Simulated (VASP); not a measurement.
VASP runs on MnS2 share one base input (PBE GGA, plane waves, VASP's PBE PAW potentials (set 64)) and change the settings named in each case.

INCAR:
```
SYSTEM  =  MnS2
PREC  =  Accurate; ENCUT  =  300; LREAL  =  F
LASPH  =  T
EDIFF  =  1E-6; NELM  =  100; ALGO  =  Normal
LMAXMIX  =  4
ISMEAR  =  -1; SIGMA  =  0.1
GGA  =  PE
MAGMOM  =  4.0 2*0.0
ISPIN  =  2
ISIF  =  2
LWAVE  =  F; LCHARG  =  F; LORBIT  =  11
```

### POSCAR
```
MnS2
1.0
  2.9503890000   0.0000000000   0.0000000000
 -1.4751950000   2.5551120000   0.0000000000
  0.0000000000   0.0000000000  16.8115780000
Mn S
1 2
Cartesian
  1.4751958085   0.8517031483   8.4057890000
 -0.0000018085   1.7034088517   7.0000048476
 -0.0000018085   1.7034088517   9.8115731524
```

**KPOINTS**
```
Automatic mesh
0
Gamma
9 9 1
0 0 0
```

POTCAR, in this order: Mn_pv S (PBE.64 set). Program: vasp_std.

| change | E(σ→0) (eV/atom) | moment (μB) | −TS (eV) |
|---|---|---|---|
| base run | -6.1425 | 1.00 | -0.0495 |
| GGA = PS | -6.6717 | 0.99 | -0.0508 |
| KPOINTS 6×6×1 Γ-centred mesh | -6.1366 | 0.99 | -0.0604 |
| LDAU = .TRUE., LDAUJ = 0 0, LDAUL = 2 -1, LDAUTYPE = 2, LDAUU = 7.0 0 | -4.1482 | 3.00 | -0.0283 |
 Energies of different potentials or functionals have different zeros.  The cell holds a wide vacuum, so values per volume refer to the whole cell. The moments were started parallel, and other spin orders were not tried in this run.

Left out are runs that ran out of time, are held back, or changed the cell or the kind of run, fixed moments of cells without a moment, rows past the twelfth, gaps on odd meshes, pressures of charged cells and columns that move by less than the noise.

The cell is a sheet or thin cut with vacuum, built from a generated structure.
